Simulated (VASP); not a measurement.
All values below come from PBE GGA, VASP's PBE PAW potentials (set 64) (plane waves; VASP).

VASP ran on this input.

**INCAR**
```
ALGO = Normal
EDIFF = 1E-6
ENCUT = 400
GGA = PE
ISIF = 2
ISMEAR = 0
LASPH = .TRUE.
LCHARG = .FALSE.
LMAXMIX = 4
LREAL = .FALSE.
LWAVE = .FALSE.
NELM = 100
PREC = Accurate
SIGMA = 0.05
SYSTEM = CuI
```

File POSCAR:
```
CuI
1
    0.0000000000     3.0855000000     3.0855000000
    3.0855000000     0.0000000000     3.0855000000
    3.0855000000     3.0855000000     0.0000000000
Cu I
1 1
Direct
  0.0000000000   0.0000000000   0.0000000000
  0.2500000000   0.2500000000   0.2500000000
```

File KPOINTS:
```
K-points
0
G
 6 6 6
```

POTCAR, in this order: Cu I (PBE.64 set). Program: vasp_std.

Unless said otherwise, spin-orbit coupling is left out, though it shifts the bands of the heavy elements here.

**Question.** What does the run give for the energy per atom (σ→0), pressure, band gap (on the k-mesh)?

**Answer.** 
The energy per atom (σ→0) is -2.774 eV/atom and the band gap (on the k-mesh) is 1.01 eV. The pressure comes out as -17.5 kbar.

OSZICAR:
```
...
DAV:   8    -0.555081613629E+01   -0.26897E-02   -0.41886E-02   607   0.338E+00    0.430E-01
DAV:   9    -0.554835392136E+01    0.24622E-02   -0.12715E-02   502   0.344E+00    0.126E-01
DAV:  10    -0.554853991519E+01   -0.18599E-03   -0.69488E-04   486   0.228E-01    0.391E-02
DAV:  11    -0.554855748517E+01   -0.17570E-04   -0.25479E-04   506   0.461E-01    0.305E-02
DAV:  12    -0.554855579030E+01    0.16949E-05   -0.18207E-05   659   0.774E-02    0.253E-02
DAV:  13    -0.554855374487E+01    0.20454E-05   -0.58030E-06   544   0.721E-02    0.993E-03
DAV:  14    -0.554855444251E+01   -0.69764E-06   -0.61292E-06   583   0.608E-02
   1 F= -.55485544E+01 E0= -.55485544E+01  d E =-.104337E-14
```

The compound is CuI in the zinc blende structure. The cell was not relaxed at this level.
